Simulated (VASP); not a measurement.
Input for VASP

**POSCAR**
```
V
1
   -1.4593039374     1.4593039374     1.4593039374
    1.4593039374    -1.4593039374     1.4593039374
    1.4593039374     1.4593039374    -1.4593039374
V
1
Direct
  0.0000000000   0.0000000000   0.0000000000
```

### KPOINTS
```
Automatic mesh
0
Gamma
16 16 16
0 0 0
```

**INCAR**
```
ALGO  =  Normal
EDIFF  =  1E-7
ENCUT  =  480
ISIF  =  2
ISMEAR  =  1
LASPH  =  .TRUE.
LCHARG  =  .FALSE.
LMAXMIX  =  4
LMIXTAU  =  .TRUE.
LREAL  =  .FALSE.
LWAVE  =  .FALSE.
METAGGA  =  R2SCAN
NELM  =  100
PREC  =  Accurate
SIGMA  =  0.1
SYSTEM  =  V
```

POTCAR, in this order: V_sv (PBE.64 set). Program: vasp_std.

Write an equivalent input for Ansatz.

One equivalent input (not run):
Ansatz 0.2 input:
```yaml
crystal:
  lattice:
    - [-1.4593039, 1.4593039, 1.4593039]
    - [1.4593039, -1.4593039, 1.4593039]
    - [1.4593039, 1.4593039, -1.4593039]
  atoms:
    - { symbol: V, position: [0.0000000, 0.0000000, 0.0000000] }
kpoints:
  mp_grid: { grid: [16, 16, 16] }
hamiltonian:
  xc: r2scan
  pseudopotentials: { kind: paw }
scf:
  occupations: { method: methfessel_paxton, width: 0.1 }
  max_iter: 100
output: { forces: true, stress: true, eigenvalues: true }
```
What does not carry over: each code has its own PAW files, so the cut-off isn't converted (ENCUT is set for VASP's; basis.ecutwfc is left out, and Ansatz then takes the one that its files recommend); Ansatz stops its SCF on the density residual and VASP on the energy change (EDIFF).

The compound is V in the bcc structure. This cell was strained or had an atom moved on purpose.
